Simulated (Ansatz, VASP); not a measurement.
## Ge2SeN2: VASP beside Ansatz

One calculation is typed for both programs; each brings its own data sets. How far apart do they land? The cell is taken from a series of runs on this material, whose earlier steps may have relaxed, scaled, displaced or heated it; both programs get it as it stands.

Method: plane waves, with VASP 6.6.1 beside it; single point at HSE06, in Ansatz 0.2.0.

### 1. Starting point

Symmetry: Cmc2_1, No. 36, orthorhombic system. Conventional cell: a = 11.278 Å, b = 5.903 Å, c = 5.183 Å, α = 90.00°, β = 90.00°, γ = 90.00°. Ge has 3 N at 1.85 to 1.88 Å and 1 Se at 2.38 Å nearest. Se has 2 Ge at 2.38 Å nearest. Nearest to N lie 3 Ge at 1.85 to 1.88 Å. Farther neighbours and most contacts between anions are not listed.

### 2. Ansatz: single point, HSE06

Ansatz runs on its PAW soft_1 files.

A single point gives forces, pressure and levels at one fixed geometry, so differences don't come from the geometry; what else differs is listed under the comparison.

input.yaml reads:

```yaml
crystal:
  lattice:
    - [5.6390191657, -2.9515389733, 0.0]
    - [5.6390191657, 2.9515389733, 0.0]
    - [0.0, 0.0, 5.183237]
  atoms:
    - { symbol: Ge, position: [0.333819, 0.03403, 0.33372] }
    - { symbol: Ge, position: [0.96597, 0.666181, 0.33372] }
    - { symbol: Ge, position: [0.666181, 0.96597, 0.83372] }
    - { symbol: Ge, position: [0.03403, 0.333819, 0.83372] }
    - { symbol: Se, position: [0.289802, 0.710198, 0.174027] }
    - { symbol: Se, position: [0.710198, 0.289802, 0.674027] }
    - { symbol: "N", position: [0.346734, 0.090559, 0.681267] }
    - { symbol: "N", position: [0.909441, 0.653266, 0.681267] }
    - { symbol: "N", position: [0.653266, 0.909441, 0.181267] }
    - { symbol: "N", position: [0.090559, 0.346734, 0.181267] }
kpoints:
  mp_grid: { grid: [4, 4, 4] }
  band_path:
    path:
      - [0.0, 0.0, 0.0]
      - [0.5, 0.5, 0.0]
      - [0.31849043, 0.68150957, 0.0]
      - [-0.31849043, 0.31849043, 0.0]
      - [0.0, 0.0, 0.5]
      - [-0.31849043, 0.31849043, 0.5]
      - [0.31849043, 0.68150957, 0.5]
      - [0.5, 0.5, 0.5]
      - [0.0, 0.5, 0.4]
    npoints: 1
hamiltonian:
  xc: hse06
  pseudopotentials: { kind: paw, azcp: { folder: soft_1 } }
scf:
  occupations: { method: fixed }
  n_extra_bands: 7
output:
  eigenvalues: true
```

Run with:

```sh
$ ansatz run input.yaml --threads 2 --pin off --max-ram 92160MiB --backend cuda --events-out ev --progress --plain --runs-dir out --devices 1 --max-vram 13GiB
```

Numbers of over 12 decimals in the logs are rounded to 6 here.

The program printed:

```text
scf.n_extra_bands = 7 over 54 filled bands (N_el = 108.0): the run solves 61 bands
GPUs: using 1 of 1 available (devices: 1).
Engine: ansatz 0.2.0, x86_64-unknown-linux-gnu
Pseudopotentials: kind: paw
Pseudopotential: Ge, paw, valence charge 14, recommended cutoff 420 eV (normal), soft_1/Ge.paw.azcp
Pseudopotential: Se, paw, valence charge 16, recommended cutoff 420 eV (normal), soft_1/Se.paw.azcp
Pseudopotential: N, paw, valence charge 5, recommended cutoff 420 eV (normal), soft_1/N.paw.azcp
Functional definition: HSE06
  parameter a = 0.25
  parameter omega = 0.11/bohr
  exchange = pbe_x - a*pbe_x_sr(omega) + a*exact_x_sr(omega)
  correlation = pbe_c
davidson cushion auto → on  (no smearing: the cushion is to keep the highest requested band from converging to the state above it; pin scf.eigensolver.cushion to override)
device memory: the entry about to start is reckoned to put 2.9 GiB on a device that reports 35.9 GiB free (of which the cap on the GPU budget leaves the run 13.0 GiB)
GPU FFT provider: cuFFT
GPU libraries: cuBLAS 13.8.2, cuFFT 12.4.0, cuSOLVER 12.3.4
Crystal: 10 atoms, lattice volume = 172.537 Å³
Basis set: ecut = 420 eV, 3383 PW (Γ)
Bands: 61, of which v1, the nominal top of the filled ones, is band 54 counted from 1 (53 counted from 0)
Symmetry: 4 space group operations
Space group: Cmc21 (ITA 36), of the structure as read, at distance tolerance 5.6e-5 Å
k-points: 21 of 64 (time reversal used)
Non-local potential: Ge, projectors of the file, l = 0: 2, l = 1: 2, l = 2: 3, l = 3: 1
Non-local potential: Se, projectors of the file, l = 0: 2, l = 1: 2, l = 2: 3, l = 3: 1
Non-local potential: N, projectors of the file, l = 0: 2, l = 1: 2, l = 2: 1
PAW form: soft (Blöchl's): semilocal exchange-correlation on the pseudo side does not see the compensation charge
PAW frozen core: Ge, regenerated for the run's functional, and the local potential with it (the file was generated under x = pbe(κ = 0.804, μ = 0.219515), c = pbe(β = 0.066725))
PAW frozen core: Se, regenerated for the run's functional, and the local potential with it (the file was generated under x = pbe(κ = 0.804, μ = 0.219515), c = pbe(β = 0.066725))
PAW frozen core: N, regenerated for the run's functional, and the local potential with it (the file was generated under x = pbe(κ = 0.804, μ = 0.219515), c = pbe(β = 0.066725))
PAW one-centre angular grid: Ge, 590 points (default); XC on 64 Gauss nodes
PAW one-centre angular grid: Se, 590 points (default); XC on 64 Gauss nodes
PAW one-centre angular grid: N, 110 points (default); XC on 64 Gauss nodes
Initial density: superposition of atomic densities (chi_scale 0.1, normalization cell, long waves kept (reshape's long-wave potential 0.02 eV rms))
Initial wavefunctions: pseudopotential atomic-orbital guess
GPU buffer pool allocated for 72900 grid points (all kernels)
GPU transforms: local potential and band sums: pruned to the plane-wave sphere, on 45×45×36
Functional: x = pbe(κ = 0.804, μ = 0.219515), c = pbe(β = 0.066725), warm-up for x = pbe(κ = 0.804, μ = 0.219515) + 0.25 (exact − pbe) at short range (hse, ω = 0.207870 Å⁻¹), c = pbe(β = 0.066725); HSE06 as pw.x's `hse` composes it (authors' and Libxc's form: `xc: wpbeh`)
SCF iter   1: F=—  HF=-29657.980077 eV  |F-HF|=—  |Δ(HF+E_count)|=         —  Δρ=9.24e-2  dr2=1.53e1  ethr=1.00e-1  ⟨swp⟩=4.9  Hψ=3829  notcnv=0
preconditioner: auto → none  [insulator: Δε(μ)=1.069 eV  Ē_g=19.376 eV  n_scr=46 (ndim 8)  ℏωp=26.5 eV  f_vac=0.060]
SCF iter   2: F=—  HF=-29656.459442 eV  |F-HF|=—  |Δ(HF+E_count)|=    1.52e0  Δρ=6.90e-2  dr2=9.20e0  ethr=1.41e-2  ⟨swp⟩=4.6  Hψ=3448  notcnv=0  defer=1
iter 3 solved again at ethr=4.20e-4 eV; its pass at ethr=8.52e-3 eV (dr2=4.53e-1 eV) is discarded
SCF iter   3: F=—  HF=-29654.401862 eV  |F-HF|=—  |Δ(HF+E_count)|=    2.06e0  Δρ=2.24e-2  dr2=4.55e-1  ethr=4.20e-4  ⟨swp⟩=3.3  Hψ=6109  notcnv=0  defer=2
SCF iter   4: F=—  HF=-29654.358153 eV  |F-HF|=—  |Δ(HF+E_count)|=   4.37e-2  Δρ=5.29e-3  dr2=4.41e-2  ethr=4.20e-4  ⟨swp⟩=2.7  Hψ=2861  notcnv=0  defer=2
SCF iter   5: F=—  HF=-29654.352182 eV  |F-HF|=—  |Δ(HF+E_count)|=   5.97e-3  Δρ=7.22e-4  dr2=8.75e-4  ethr=4.08e-5  ⟨swp⟩=3.1  Hψ=3478  notcnv=0  defer=1
SCF iter   6: F=-29654.352173 eV  HF=-29654.352084 eV  |F-HF|=8.83e-5  |Δ(HF+E_count)|=   9.74e-5  Δρ=4.25e-4  dr2=1.04e-4  ethr=8.10e-7  ⟨swp⟩=4.0  Hψ=4186  notcnv=0
SCF 1 stopped early in 6 iterations: F = -29654.352173 eV  dr2 = 1.04e-4
  greatest PAW one-centre occupation: 1.000 electrons in one spin orbital (limit 2), on the Se atom at site 4 (counted from 0), in its partial waves of l = 2
device memory: the entry about to start is reckoned to put 3.4 GiB (of the 3.8 GiB reckoned in all, the device holds 0.3 GiB already) on a device that reports 41.3 GiB free (of which the cap on the GPU budget leaves the run 12.7 GiB)
GPU FFT provider: cuFFT
GPU libraries: cuBLAS 13.8.2, cuFFT 12.4.0, cuSOLVER 12.3.4
Initial density: handed on by an earlier stage of this run
Initial wavefunctions: those handed on with the density
GPU buffer pool allocated for 72900 grid points (all kernels)
GPU transforms: local potential and band sums: pruned to the plane-wave sphere, on 45×45×36
Functional: x = pbe(κ = 0.804, μ = 0.219515) + 0.25 (exact − pbe) at short range (hse, ω = 0.207870 Å⁻¹), c = pbe(β = 0.066725); HSE06 as pw.x's `hse` composes it (authors' and Libxc's form: `xc: wpbeh`)
Exchange kernel: α = 0.2500, screened, ω = 0.2079 Å⁻¹, Wigner–Seitz truncation, v(0) = 1046.4706 eV·Å³, q-mesh 4×4×4, nearest image of the exchange supercell L = 20.73 Å, pair-density grid 30×30×24, without the augmentation charges, whose exchange is taken in its separable form by FFT convolution over the k-point mesh (sized by the pseudopotential files, 36×40×36 at the most), smooth part of the exact exchange by density-matrix convolution in up to 6.67 GiB of GPU memory as planned if the GPU has room (build and FFT work areas not counted)
Frozen-core exchange: fock
SCF iter   1: F=—  HF=-29660.622407 eV  |F-HF|=—  |Δ(HF+E_count)|=         —  Δρ=9.03e-3  dr2=6.41e-2  ethr=9.61e-7  ⟨swp⟩=9.0  Hψ=6969  notcnv=0
preconditioner: auto → none  [insulator: Δε(μ)=2.712 eV  Ē_g=21.807 eV  n_scr=46 (ndim 8)  ℏωp=26.5 eV  f_vac=0.115]
SCF iter   2: F=—  HF=-29660.571036 eV  |F-HF|=—  |Δ(HF+E_count)|=   5.14e-2  Δρ=2.03e-3  dr2=9.30e-3  ethr=9.61e-7  ⟨swp⟩=4.0  Hψ=5383  notcnv=0
SCF iter   3: F=—  HF=-29660.613326 eV  |F-HF|=—  |Δ(HF+E_count)|=   4.23e-2  Δρ=1.58e-3  dr2=2.51e-3  ethr=9.61e-7  ⟨swp⟩=4.5  Hψ=5196  notcnv=0
SCF iter   4: F=—  HF=-29660.612386 eV  |F-HF|=—  |Δ(HF+E_count)|=   9.40e-4  Δρ=3.15e-4  dr2=1.74e-4  ethr=9.61e-7  ⟨swp⟩=3.0  Hψ=3804  notcnv=0
SCF iter   5: F=—  HF=-29660.613093 eV  |F-HF|=—  |Δ(HF+E_count)|=   7.07e-4  Δρ=1.96e-4  dr2=6.07e-5  ethr=8.37e-8  ⟨swp⟩=4.7  Hψ=4021  notcnv=0
SCF iter   6: F=-29660.613080 eV  HF=-29660.613081 eV  |F-HF|=1.13e-6  |Δ(HF+E_count)|=   1.26e-5  Δρ=2.77e-5  dr2=5.87e-6  ethr=5.23e-8  ⟨swp⟩=3.0  Hψ=3356  notcnv=0
SCF 2 stopped early in 6 iterations: F = -29660.613080 eV  dr2 = 5.87e-6
hybrid outer 1: dexx = +4.946e-2 eV, tail = 3.76e-4 eV
GPU FFT provider: cuFFT
GPU libraries: cuBLAS 13.8.2, cuFFT 12.4.0, cuSOLVER 12.3.4
GPU buffer pool allocated for 72900 grid points (all kernels)
GPU transforms: local potential and band sums: pruned to the plane-wave sphere, on 45×45×36
Exchange kernel: α = 0.2500, screened, ω = 0.2079 Å⁻¹, Wigner–Seitz truncation, v(0) = 1046.4706 eV·Å³, q-mesh 4×4×4, nearest image of the exchange supercell L = 20.73 Å, pair-density grid 30×30×24, without the augmentation charges, whose exchange is taken in its separable form by FFT convolution over the k-point mesh (sized by the pseudopotential files, 36×40×36 at the most), smooth part of the exact exchange by density-matrix convolution in up to 6.67 GiB of GPU memory as planned if the GPU has room (build and FFT work areas not counted)
Frozen-core exchange: fock
SCF iter   1: F=—  HF=-29660.613296 eV  |F-HF|=—  |Δ(HF+E_count)|=         —  Δρ=6.24e-5  dr2=3.47e-6  ethr=1.74e-6  ⟨swp⟩=3.2  Hψ=2969  notcnv=0
preconditioner: auto → none  [insulator: Δε(μ)=2.745 eV  Ē_g=21.747 eV  n_scr=46 (ndim 8)  ℏωp=26.5 eV  f_vac=0.118]
SCF iter   2: F=—  HF=-29660.613304 eV  |F-HF|=—  |Δ(HF+E_count)|=   7.61e-6  Δρ=3.05e-5  dr2=9.93e-7  ethr=2.90e-9  ⟨swp⟩=4.9  Hψ=5405  notcnv=0  defer=1
SCF iter   3: F=—  HF=-29660.613303 eV  |F-HF|=—  |Δ(HF+E_count)|=   2.75e-7  Δρ=1.43e-5  dr2=1.61e-7  ethr=7.63e-10  ⟨swp⟩=3.1  Hψ=3393  notcnv=0
iter 4 solved again at ethr=4.38e-12 eV; its pass at ethr=1.16e-10 eV (dr2=4.73e-9 eV) is discarded
SCF iter   4: F=-29660.613303 eV  HF=-29660.613303 eV  |F-HF|=4.58e-9  |Δ(HF+E_count)|=   1.27e-9  Δρ=1.76e-6  dr2=4.17e-8  ethr=4.38e-12  ⟨swp⟩=4.0  Hψ=6757  notcnv=0
SCF 3 converged in 4 iterations: F = -29660.613303 eV  dr2 = 4.17e-8
hybrid outer 2: dexx = +2.763e-6 eV, tail = 1.84e-7 eV, Δε = 3.28e-3 eV (about 1.28e-4 eV left of the loop's levels)
the search or the solves at the SCF's close seem to have found levels that the self-consistency loop had missed (the run counts 1). By its estimate they hold under 1e-12 electrons; where the run keeps them, the occupations were computed again with them
device memory: the entry about to start is reckoned to put 1.3 GiB on a device that reports 37.8 GiB free (of which the cap on the GPU budget leaves the run 13.0 GiB)
NSCF: frozen V_eff on 9 k-points
hybrid SCF converged: 2 outer / 10 inner (+6 warm-up), last move |dexx| = 2.76e-6 eV, tail = 1.84e-7 eV
Stability not checked: this state was not tested for a lower state beside it, because the functional holds exact exchange (a hybrid, or Hartree-Fock), whose exchange loop this test does not read (fock_operator; see scf.lower_state_search)
Free energy (F): -29660.613304 eV
Frozen-core exchange: fock
Harris-Foulkes:  -29660.613304 eV  (|F-HF|=4.58e-9)
Internal energy: -29660.613304 eV  (E = F + TS)
E sigma→0 (E₀):  -29660.613304 eV
Fermi energy:    6.119703 eV
--- Per-component energies (eV) ---
  E_band       = -1763.645249
  E_kinetic    = 1100.455653
  E_local      = -16142.194109  (includes V_loc(G=0)·N_el)
  E_nonlocal   = 312.295683
  E_hartree    = 7824.994750
  E_xc         = -555.014442
  E_vxc        = -588.698517  (∫ρ·V_xc dr)
  E_exx        = -409.849128  (= α·E_x^exact, valence–valence)
  E_paw        = -12569.808338  (= ΣΔE_a)
  E_vpaw       = -1275.792832  (= ΣTr[D̂ρ^β])
  E_aug_tail   = 0.002918  (compensation charges beyond the density's cutoff)
  E_ewald      = -9217.804291
  E_core_change = -3.691999  (= ΣΔE_core)
  E_smearing   = -0.000000  (= −TS)
  E_closure    = -0.000000  (closes the sum)
  Σ components = -29660.613304   (vs F -29660.613304, Δ=0.00e0)
--- Band table (eV; the first three rows and the last of 21) ---
  k-point 0: bands = [... 50 lower, 4.9367, 5.7420, 5.8431, 5.9679, 8.8647, 10.2362, 10.2665, 11.7231, ... 3 higher]
  k-point 1: bands = [... 50 lower, 5.0044, 5.6123, 5.6754, 5.7418, 9.6034, 10.3296, 10.5987, 11.1107, ... 3 higher]
  k-point 2: bands = [... 50 lower, 5.3257, 5.3257, 5.7708, 5.7708, 10.2078, 10.2078, 10.3142, 10.3142, ... 3 higher]
  k-point 20: bands = [... 50 lower, 4.7696, 4.7696, 5.5338, 5.5338, 10.9081, 10.9081, 11.1737, 11.1737, ... 3 higher]
```

(Part 1 of 2 ends here.)

[Lines on the potential files, build, host, timing and source positions are cut from VASP's logs without a mark.]

[Logs are printed without paths, hosts, clocks, repeated set-up lines and the standing remarks that a program may print on its own settings, such as how far it seeks lower states.]

[Hosts, paths, dates, database ids (printed as entryN), source tags and the programs' standing remarks are cut or masked in the printed files.]
